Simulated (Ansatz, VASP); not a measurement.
# TiTeSe in two plane-wave programs, part 2 of 2

Aim: how closely do two programs agree when they are given the same cell, functional and k mesh? The cell is taken from a series of runs on this material, whose earlier steps may have relaxed, scaled, displaced or heated it; both programs get it as it stands.

VASP 6.6.1 and Ansatz 0.2.0.

So far: Set-up; Ansatz: zone-centre phonons, PBEsol.

**3. VASP: zone-centre phonons, PBEsol**

Level of this step: PBEsol, no spin polarisation; plane waves and PAW (Ti_sv, Se, Te) (VASP).

The same cell, functional, mesh and smearing now go to VASP, with its own data sets.

Lines of VASP's logs that name or quote its potential files are left out, and so is its time.

Contents of INCAR:

```
SYSTEM = TiTeSe
PREC = Accurate
ENCUT = 500
EDIFF = 1E-08
NELM = 120
ISMEAR = 1
SIGMA = 0.2
LREAL = .FALSE.
ALGO = Normal
GGA = PS
NBANDS = 18
LASPH = .TRUE.
LORBIT = 11
LWAVE = .FALSE.
LCHARG = .FALSE.
ISIF = 2
IBRION = 8
GGA_COMPAT = .FALSE.
NELMDL = -8
KPAR = 2
```

Contents of POSCAR:

```
TiTeSe
1.0
    3.7128292366      0.0000000000      0.0000000000
   -1.8564146183      3.0917350374      0.0000000000
    0.0000000000      0.0000000000     30.0000000000
Ti Se Te
1 1 1
Direct
    0.9990032515      0.9980065031      0.3371317906
    0.3370670001      0.6741340003      0.3832996499
    0.6639297483      0.3278594967      0.2762352262
```

Contents of KPOINTS:

```
Automatic mesh
0
Gamma
15 15 1
0 0 0
```

The projector-augmented-wave data sets are Ti_sv, Se and Te (PBE family, release 64).

Run with:

```
$ mpirun -np 2 vasp_std
```

Numbers of over 12 decimals in the logs are rounded to 6 here.

What it wrote:

```text
[banner, memory and clock lines left out]
running    2 mpi-ranks, on    1 nodes
 distrk:  each k-point on    1 cores,    2 groups
 distr:  one band on    1 cores,    1 groups

 POSCAR found type information on POSCAR TiSeTe
 POSCAR found :  3 types and       3 ions
|                                                                             |
|               ----> ADVICE to this user running VASP <----                  |
|                                                                             |
|     You enforced a specific xc type in the INCAR file but a different       |
|     [... a line on the potential file left out ...]
|     I HOPE YOU KNOW WHAT YOU ARE DOING!                                     |
|                                                                             |

 LDA part: xc-table for (Slater+PW92), standard interpolation
 POSCAR, INCAR and KPOINTS ok, starting setup
 FFT: planning ... GRIDC
 FFT: planning ... GRID_SOFT
 FFT: planning ... GRID
 WAVECAR not read
 entering main loop
       N       E                     dE             d eps       ncg     rms          rms(c)
DAV:   1     0.156651173457E+03    0.15665E+03   -0.10161E+04  2816   0.955E+02
DAV:   2     0.106693573023E+01   -0.15558E+03   -0.15267E+03  3076   0.226E+02
DAV:   3    -0.200087966444E+02   -0.21076E+02   -0.20961E+02  4174   0.771E+01
DAV:   4    -0.210225609144E+02   -0.10138E+01   -0.10104E+01  3156   0.168E+01
DAV:   5    -0.211129173073E+02   -0.90356E-01   -0.90313E-01  3616   0.396E+00
DAV:   6    -0.211136932466E+02   -0.77594E-03   -0.77588E-03  3248   0.486E-01
DAV:   7    -0.211137160113E+02   -0.22765E-04   -0.22764E-04  3622   0.733E-02
DAV:   8    -0.211137162015E+02   -0.19023E-06   -0.19031E-06  3184   0.765E-03    0.126E+01
DAV:   9    -0.202859660293E+02    0.82775E+00   -0.36604E+01  2890   0.421E+01    0.128E+01
DAV:  10    -0.189239894400E+02    0.13620E+01   -0.32916E+01  3164   0.365E+01    0.601E+00
DAV:  11    -0.184418305522E+02    0.48216E+00   -0.17711E+00  2608   0.992E+00    0.209E+00
DAV:  12    -0.184255074683E+02    0.16323E-01   -0.69709E-01  3372   0.543E+00    0.161E+00
DAV:  13    -0.184025879271E+02    0.22920E-01   -0.23725E-01  2890   0.373E+00    0.590E-01
DAV:  14    -0.184011918724E+02    0.13961E-02   -0.29638E-02  2598   0.140E+00    0.318E-01
[...]
DAV:  27    -0.184007965070E+02   -0.23594E-05   -0.42665E-08  2726   0.985E-04    0.701E-04
DAV:  28    -0.184007978258E+02   -0.13188E-05   -0.16326E-08  2302   0.505E-04    0.438E-04
DAV:  29    -0.184007987905E+02   -0.96477E-06   -0.28536E-08  2524   0.947E-04    0.164E-04
DAV:  30    -0.184007990245E+02   -0.23394E-06   -0.16295E-09  2194   0.238E-04    0.167E-04
DAV:  31    -0.184007991164E+02   -0.91959E-07   -0.19891E-11  1998   0.104E-04    0.791E-05
DAV:  32    -0.184007991362E+02   -0.19765E-07    0.44664E-10  1672   0.946E-05    0.238E-05
DAV:  33    -0.184007991469E+02   -0.10744E-07    0.57354E-10  1458   0.493E-05    0.205E-05
DAV:  34    -0.184007991508E+02   -0.38353E-08    0.63642E-10  1518   0.273E-05
   1 F= -.18400799E+02 E0= -.18401203E+02  d E =0.121152E-02
 Linear response reoptimize wavefunctions to high precision
DAV:   1    -0.184007991516E+02   -0.85220E-09    0.65553E-10  1668   0.148E-05
DAV:   2    -0.184007991516E+02    0.10914E-10    0.65080E-10  1386   0.577E-06
 Linear response DOF=           9
 Linear response progress:
  Degree of freedom:   1/  9
       N       E                     dE             d eps       ncg     rms          rms(c)
RMM:   1    -0.726081104172E+00   -0.72608E+00    0.12809E+01  4069   0.135E+02
RMM:   2    -0.687460057060E+00    0.38621E-01   -0.44083E-01  7217   0.528E+00    0.215E-01
RMM:   3    -0.684516781416E+00    0.29433E-02   -0.24746E-02  8102   0.113E+00    0.109E-01
[...]
RMM:   8    -0.790089351344E-01   -0.31149E-05   -0.21519E-06  9736   0.467E-03    0.110E-03
RMM:   9    -0.790107130691E-01   -0.17779E-05    0.68865E-07 10732   0.249E-03    0.348E-04
RMM:  10    -0.790109877804E-01   -0.27471E-06   -0.73500E-08 10861   0.123E-03    0.177E-04
RMM:  11    -0.790113473322E-01   -0.35955E-06    0.51309E-07 10914   0.655E-04    0.544E-05
RMM:  12    -0.790112726361E-01    0.74696E-07    0.14273E-08 11077   0.355E-04    0.187E-05
RMM:  13    -0.790112423993E-01    0.30237E-07    0.43935E-08 11016   0.197E-04    0.113E-05
RMM:  14    -0.790112551558E-01   -0.12756E-07   -0.92686E-08 11041   0.113E-04    0.109E-05
RMM:  15    -0.790112553514E-01   -0.19553E-09    0.93685E-09 11166   0.655E-05    0.368E-06
 first order change of Fermi-energy  -0.49400E-03
 force on displaced ion       2 direction 1 :  -4.635   0.009  -0.001
 Linear response progress:
  Degree of freedom:   5/  9
       N       E                     dE             d eps       ncg     rms          rms(c)
RMM:   1    -0.825750454208E-01   -0.82575E-01    0.34145E-03  5640   0.152E+00
RMM:   2    -0.771703803498E-01    0.54047E-02   -0.51459E-03  4552   0.383E-01    0.810E-02
RMM:   3    -0.775152294794E-01   -0.34485E-03   -0.12097E-03  5218   0.143E-01    0.473E-02
RMM:   4    -0.779171018931E-01   -0.40187E-03   -0.35070E-04  4915   0.951E-02    0.307E-02
RMM:   5    -0.779494323063E-01   -0.32330E-04   -0.93536E-05  5030   0.579E-02    0.826E-03
[...]
RMM:   8    -0.119488902490E+00   -0.39304E-06   -0.32998E-06  5848   0.859E-03    0.149E-03
RMM:   9    -0.119488974309E+00   -0.71818E-07    0.57162E-07  5913   0.385E-03    0.118E-03
RMM:  10    -0.119489137557E+00   -0.16325E-06    0.12124E-06  5424   0.260E-03    0.493E-04
RMM:  11    -0.119489152793E+00   -0.15237E-07    0.22977E-06  5938   0.132E-03    0.202E-04
RMM:  12    -0.119488746264E+00    0.40653E-06   -0.56251E-08  5518   0.755E-04    0.107E-04
RMM:  13    -0.119488563745E+00    0.18252E-06    0.13742E-07  5778   0.411E-04    0.486E-05
RMM:  14    -0.119488540815E+00    0.22930E-07   -0.31478E-08  5988   0.225E-04    0.564E-05
RMM:  15    -0.119488468755E+00    0.72060E-07    0.29726E-07  5390   0.168E-04    0.227E-05
RMM:  16    -0.119488506739E+00   -0.37984E-07    0.23797E-07  5682   0.100E-04    0.260E-05
RMM:  17    -0.119488518520E+00   -0.11781E-07    0.11567E-07  5934   0.567E-05    0.138E-05
RMM:  18    -0.119488537528E+00   -0.19008E-07    0.69109E-08  5849   0.357E-05    0.387E-06
RMM:  19    -0.119488558715E+00   -0.21187E-07    0.37709E-08  5558   0.253E-05    0.458E-06
RMM:  20    -0.119488562396E+00   -0.36812E-08    0.19301E-08  5879   0.135E-05    0.301E-06
 first order change of Fermi-energy  -0.84080E+00
 force on displaced ion       2 direction 3 :   0.000  -0.349  -7.469
 Linear response progress:
  Degree of freedom:   7/  9
       N       E                     dE             d eps       ncg     rms          rms(c)
RMM:   1    -0.417122516757E-01   -0.41712E-01    0.35082E-05  9748   0.942E-01
RMM:   2    -0.398843557653E-01    0.18279E-02   -0.37852E-03  8360   0.305E-01    0.703E-02
RMM:   3    -0.400537895677E-01   -0.16943E-03   -0.77888E-04  9388   0.112E-01    0.416E-02
RMM:   4    -0.401093208273E-01   -0.55531E-04   -0.13136E-04 10074   0.431E-02    0.294E-02
RMM:   5    -0.402090098286E-01   -0.99689E-04   -0.32706E-05  8930   0.291E-02    0.313E-03
RMM:   6    -0.402046796085E-01    0.43302E-05   -0.11032E-05 10074   0.126E-02    0.201E-03
RMM:   7    -0.402021439207E-01    0.25357E-05   -0.22839E-06  9783   0.626E-03    0.159E-03
RMM:   8    -0.402013695951E-01    0.77433E-06   -0.34004E-07  9626   0.343E-03    0.471E-04
RMM:   9    -0.402012527713E-01    0.11682E-06   -0.96319E-07 10763   0.162E-03    0.202E-04
RMM:  10    -0.402011715704E-01    0.81201E-07    0.42668E-07 10909   0.764E-04    0.769E-05
RMM:  11    -0.402012249880E-01   -0.53418E-07   -0.97570E-08 10930   0.392E-04    0.268E-05
RMM:  12    -0.402012399138E-01   -0.14926E-07    0.31022E-07 10984   0.213E-04    0.120E-05
RMM:  13    -0.402012564343E-01   -0.16521E-07   -0.24904E-08 10913   0.116E-04    0.332E-06
RMM:  14    -0.402012556130E-01    0.82135E-09    0.92994E-08 11045   0.648E-05    0.180E-06
 first order change of Fermi-energy  -0.54622E-03
 force on displaced ion       3 direction 1 :  -2.529   0.003  -0.001
 Linear response progress:
  Degree of freedom:   8/  9
       N       E                     dE             d eps       ncg     rms          rms(c)
RMM:   1    -0.408960593865E-01   -0.40896E-01   -0.37642E-03  5519   0.944E-01
RMM:   2    -0.389326408116E-01    0.19634E-02   -0.36841E-03  4822   0.302E-01    0.680E-02
RMM:   3    -0.390938155970E-01   -0.16117E-03   -0.73579E-04  5251   0.110E-01    0.394E-02
RMM:   4    -0.391510275363E-01   -0.57212E-04   -0.13976E-04  5444   0.479E-02    0.286E-02
RMM:   5    -0.392120116034E-01   -0.60984E-04   -0.41627E-05  4735   0.414E-02    0.245E-02
RMM:   6    -0.392447393207E-01   -0.32728E-04   -0.17859E-05  4629   0.328E-02    0.304E-03
RMM:   7    -0.392386577517E-01    0.60816E-05   -0.66835E-06  5836   0.126E-02    0.171E-03
RMM:   8    -0.392355267612E-01    0.31310E-05   -0.19569E-06  5960   0.480E-03    0.631E-04
RMM:   9    -0.392354674385E-01    0.59323E-07   -0.21185E-06  6071   0.207E-03    0.351E-04
RMM:  10    -0.392353383593E-01    0.12908E-06   -0.22554E-07  6007   0.102E-03    0.168E-04
RMM:  11    -0.392353304737E-01    0.78855E-08    0.52780E-07  6049   0.544E-04    0.346E-05
RMM:  12    -0.392353263812E-01    0.40925E-08    0.15625E-07  6104   0.288E-04    0.176E-05
RMM:  13    -0.392353511212E-01   -0.24740E-07    0.14443E-07  6249   0.154E-04    0.935E-06
RMM:  14    -0.392353607455E-01   -0.96243E-08    0.62490E-08  6233   0.858E-05    0.650E-06
 first order change of Fermi-energy   0.38610E-01
 force on displaced ion       3 direction 2 :  -0.000  -2.547  -0.262
 Linear response progress:
  Degree of freedom:   9/  9
       N       E                     dE             d eps       ncg     rms          rms(c)
RMM:   1    -0.854893551915E-01   -0.85489E-01    0.24022E-02  5474   0.117E+00
RMM:   2    -0.832060716106E-01    0.22833E-02   -0.49872E-03  4854   0.347E-01    0.110E-01
RMM:   3    -0.833313439138E-01   -0.12527E-03   -0.85554E-04  4697   0.173E-01    0.909E-02
RMM:   4    -0.833400109319E-01   -0.86670E-05   -0.33972E-04  4819   0.131E-01    0.594E-02
RMM:   5    -0.833375679054E-01    0.24430E-05   -0.10425E-04  4870   0.665E-02    0.451E-02
RMM:   6    -0.833889865835E-01   -0.51419E-04   -0.48238E-05  4850   0.508E-02    0.119E-02
RMM:   7    -0.833868849329E-01    0.21017E-05   -0.19377E-05  5635   0.243E-02    0.675E-03
RMM:   8    -0.833866579000E-01    0.22703E-06   -0.52967E-06  5906   0.123E-02    0.392E-03
RMM:   9    -0.833871776199E-01   -0.51972E-06   -0.75516E-06  6069   0.552E-03    0.278E-03
RMM:  10    -0.833867891131E-01    0.38851E-06   -0.20472E-06  6064   0.288E-03    0.414E-03
RMM:  11    -0.833882729254E-01   -0.14838E-05   -0.16392E-06  5257   0.258E-03    0.134E-03
RMM:  12    -0.833892584657E-01   -0.98554E-06   -0.14264E-06  5348   0.143E-03    0.358E-04
RMM:  13    -0.833900428668E-01   -0.78440E-06   -0.62520E-07  5625   0.739E-04    0.305E-04
RMM:  14    -0.833908997779E-01   -0.85691E-06   -0.38966E-07  5504   0.467E-04    0.200E-04
RMM:  15    -0.833910207003E-01   -0.12092E-06   -0.52003E-07  5680   0.252E-04    0.105E-04
RMM:  16    -0.833911597866E-01   -0.13909E-06   -0.32076E-07  5563   0.152E-04    0.824E-05
RMM:  17    -0.833913047057E-01   -0.14492E-06   -0.27515E-07  5317   0.144E-04    0.218E-05
RMM:  18    -0.833913166164E-01   -0.11911E-07   -0.19707E-07  5825   0.629E-05    0.980E-06
RMM:  19    -0.833913360075E-01   -0.19391E-07   -0.58960E-08  5935   0.350E-05    0.693E-06
RMM:  20    -0.833913277023E-01    0.83051E-08   -0.59645E-08  5911   0.209E-05    0.848E-06
 first order change of Fermi-energy  -0.71504E+00
 force on displaced ion       3 direction 3 :  -0.000  -0.278  -7.997
 Linear response finished
```

Parts of OUTCAR (step 3):

```text
ion  position               nearest neighbor table
   1  0.999  0.998  0.337-   2 2.51   2 2.52   2 2.52   3 2.76   3 2.80   3 2.80
   2  0.337  0.674  0.383-   1 2.51   1 2.52   1 2.52
   3  0.664  0.328  0.276-   1 2.76   1 2.80   1 2.80

  LATTYP: Found a base centered orthorhombic cell.
 ALAT       =     3.7128292366
 B/A-ratio  =     1.6654334689
 C/A-ratio  =     8.0800915120

 Subroutine GETGRP returns: Found  2 space group operations
 (whereof  2 operations were pure point group operations)

The static configuration has the point symmetry C_1h.

 Found     64 irreducible k-points:

   k-points           NKPTS =     64   k-points in BZ     NKDIM =     64   number of bands    NBANDS=     18

   dimension x,y,z NGX =    28 NGY =   28 NGZ =  224
   dimension x,y,z NGXF=    56 NGYF=   56 NGZF=  448

   ENCUT  =  500.0 eV  36.75 Ry    6.06 a.u.   6.77  6.58 54.70*2*pi/ulx,y,z

   NELECT =      24.0000    total number of electrons

 k-points in reciprocal lattice and weights: Automatic mesh
   0.00000000  0.00000000  0.00000000       0.004
   0.06666667  0.00000000  0.00000000       0.018
   0.13333333  0.00000000  0.00000000       0.018
   0.20000000  0.00000000  0.00000000       0.018
   0.26666667  0.00000000  0.00000000       0.018
   0.33333333  0.00000000  0.00000000       0.018
   0.40000000  0.00000000  0.00000000       0.018
   0.46666667  0.00000000  0.00000000       0.018
   0.00000000  0.06666667  0.00000000       0.009
[...]
0.00000000  0.46666667  0.00000000       0.009
   0.06666667  0.46666667  0.00000000       0.009

 average (electrostatic) potential at core
       1 -84.0897       2 -60.6871       3 -96.5454

  Total       -1.3698619     -0.2919517      0.0627375      0.0000000      0.0033431      0.0000000
  in kB       -6.3732194     -1.3582920      0.2918832      0.0000000      0.0155535      0.0000000
  external PRESSURE =      -2.4798761 kB  Pullay stress =       0.0000000 kB

  energy-cutoff  :      500.00
  volume of cell :      344.37
      direct lattice vectors                 reciprocal lattice vectors
     3.712829237  0.000000000  0.000000000     0.269336384  0.161721491  0.000000000
    -1.856414618  3.091735037  0.000000000     0.000000000  0.323442982  0.000000000
     0.000000000  0.000000000 30.000000000     0.000000000  0.000000000  0.033333333

 POSITION                                       TOTAL-FORCE (eV/Angst)
 -----------------------------------------------------------------------------------
      1.85641      3.08557     10.11395         0.000000     -0.000686     -0.000204
     -0.00000      2.08424     11.49899         0.000000      0.001441      0.023315
      1.85641      1.01365      8.28706         0.000000     -0.000755     -0.023111
 -----------------------------------------------------------------------------------
    total drift:                                0.000000      0.000114     -0.000072

 Eigenvectors and eigenvalues of the dynamical matrix
 ----------------------------------------------------

   1 f  =    9.120723 THz    57.307191 2PiTHz  304.234564 cm-1    37.720261 meV
             X         Y         Z           dx          dy          dz
      1.856415  3.085572 10.113954    -0.000000    0.071143    0.891685
     -0.000000  2.084244 11.498989    -0.000000   -0.037485   -0.358431
      1.856415  1.013655  8.287057     0.000000   -0.014142   -0.264118

   2 f  =    5.776120 THz    36.292430 2PiTHz  192.670611 cm-1    23.888101 meV
             X         Y         Z           dx          dy          dz
      1.856415  3.085572 10.113954    -0.819944   -0.000000    0.000000
     -0.000000  2.084244 11.498989     0.570052    0.000000   -0.000000
      1.856415  1.013655  8.287057     0.052278    0.000000    0.000000

   3 f  =    5.533694 THz    34.769222 2PiTHz  184.584150 cm-1    22.885508 meV
             X         Y         Z           dx          dy          dz
      1.856415  3.085572 10.113954    -0.000000    0.806928   -0.077469
     -0.000000  2.084244 11.498989     0.000000   -0.581546   -0.011710
      1.856415  1.013655  8.287057    -0.000000   -0.037033    0.056223

   4 f  =    4.708279 THz    29.582992 2PiTHz  157.051295 cm-1    19.471870 meV
             X         Y         Z           dx          dy          dz
      1.856415  3.085572 10.113954    -0.000000   -0.062093   -0.102261
     -0.000000  2.084244 11.498989    -0.000000    0.003270   -0.748434
      1.856415  1.013655  8.287057     0.000000    0.035163    0.651373

   5 f  =    3.108957 THz    19.534152 2PiTHz  103.703636 cm-1    12.857606 meV
             X         Y         Z           dx          dy          dz
      1.856415  3.085572 10.113954     0.000000   -0.389444    0.019087
     -0.000000  2.084244 11.498989     0.000000   -0.591721    0.029921
      1.856415  1.013655  8.287057    -0.000000    0.704081   -0.034786

   6 f  =    3.099804 THz    19.476642 2PiTHz  103.398324 cm-1    12.819753 meV
             X         Y         Z           dx          dy          dz
      1.856415  3.085572 10.113954    -0.375044   -0.000000    0.000000
     -0.000000  2.084244 11.498989    -0.603946   -0.000000    0.000000
      1.856415  1.013655  8.287057     0.703272    0.000000   -0.000000

   7 f/i=    0.001143 THz     0.007182 2PiTHz    0.038126 cm-1     0.004727 meV
             X         Y         Z           dx          dy          dz
      1.856415  3.085572 10.113954     0.000000    0.406367   -0.151722
     -0.000000  2.084244 11.498989     0.000000    0.521804   -0.195058
      1.856415  1.013655  8.287057     0.000000    0.663471   -0.247640

   8 f/i=    0.002294 THz     0.014414 2PiTHz    0.076520 cm-1     0.009487 meV
             X         Y         Z           dx          dy          dz
      1.856415  3.085572 10.113954    -0.000000    0.152149    0.406269
     -0.000000  2.084244 11.498989    -0.000000    0.194873    0.521818
      1.856415  1.013655  8.287057    -0.000000    0.247525    0.663520

   9 f/i=    0.007248 THz     0.045541 2PiTHz    0.241769 cm-1     0.029975 meV
             X         Y         Z           dx          dy          dz
      1.856415  3.085572 10.113954     0.432474   -0.000000    0.000000
     -0.000000  2.084244 11.498989     0.557037   -0.000000    0.000000
      1.856415  1.013655  8.287057     0.708996   -0.000000    0.000000

 ELASTIC MODULI CONTR FROM IONIC RELAXATION (kBar)
 Direction    XX          YY          ZZ          XY          YZ          ZX
 --------------------------------------------------------------------------------
 XX         -82.3114    -51.7988   -113.1929      0.0000     34.5449     -0.0000
 YY         -51.7988    -88.7811   -120.2217      0.0000    -45.1876     -0.0000
 ZZ        -113.1929   -120.2217   -218.3897      0.0000     -6.8262     -0.0000
 XY           0.0000      0.0000      0.0000    -13.7570      0.0000     35.7013
 YZ          34.5449    -45.1876     -6.8262      0.0000   -117.3833     -0.0000
 ZX          -0.0000     -0.0000     -0.0000     35.7013     -0.0000    -94.8943
 --------------------------------------------------------------------------------
```

This run has no spin polarisation, so a moment on Ti, if there is one, isn't seen. Energies printed during the response cycles are not total energies of the cell.

**4. Differences**

Known differences besides the potentials themselves: Ansatz cuts the interaction across the vacuum, VASP repeats the sheet without a dipole correction; the data sets hold 44 valence electrons in Ansatz (on its PAW soft_1 files) and 24 in VASP; the cutoff is 420 eV in Ansatz and 500 eV in VASP; Ansatz makes its cores anew for this functional, VASP keeps those of its PBE data sets. Total energies have different zeros and are not compared.

The two programs side by side:

```csv
quantity,Ansatz,VASP,difference
optical mode 1 (cm⁻¹),102.9,103.4,-0.47 %
optical mode 2 (cm⁻¹),103.4,103.7,-0.26 %
optical mode 3 (cm⁻¹),156.9,157.1,-0.08 %
optical mode 4 (cm⁻¹),183.4,184.6,-0.61 %
optical mode 5 (cm⁻¹),190.7,192.7,-1.01 %
optical mode 6 (cm⁻¹),303.7,304.2,-0.19 %
```

Modes are paired by rising frequency, not by their patterns, so a pair may set unlike modes beside each other; they are those without the splitting of longitudinal modes. Where the cell holds vacuum, a pressure given here is an average over it and none of the material.

**5. Results**

```json
{"r.m.s. difference of the optical zone-centre modes, each program's sorted by frequency (zone-centre phonons, PBEsol)": "0.97 cm⁻¹", "difference in optical mode 5 (zone-centre phonons, PBEsol)": "-1.0 %"}
```

In words: The r.m.s. difference of the optical zone-centre modes, each program's sorted by frequency is 0.97 cm⁻¹ (zone-centre phonons, PBEsol). The data sets hold unlike numbers of valence electrons (44 in Ansatz and 24 in VASP), so part of the differences may come from the potentials. Among the rows given in per cent, the largest difference of the zone-centre phonons, PBEsol pair is in optical mode 5, -1.0 %. Such differences can come from data sets, numerical settings and the points named under the comparisons, not from the functional's error against experiment.

[Lines on the potential files, build, host, timing and source positions are cut from VASP's logs without a mark.]

[Logs are printed without paths, hosts, clocks, repeated set-up lines and the standing remarks that a program may print on its own settings, such as how far it seeks lower states.]

[Hosts, paths, dates, database ids (printed as entryN), source tags and the programs' standing remarks are cut or masked in the printed files.]
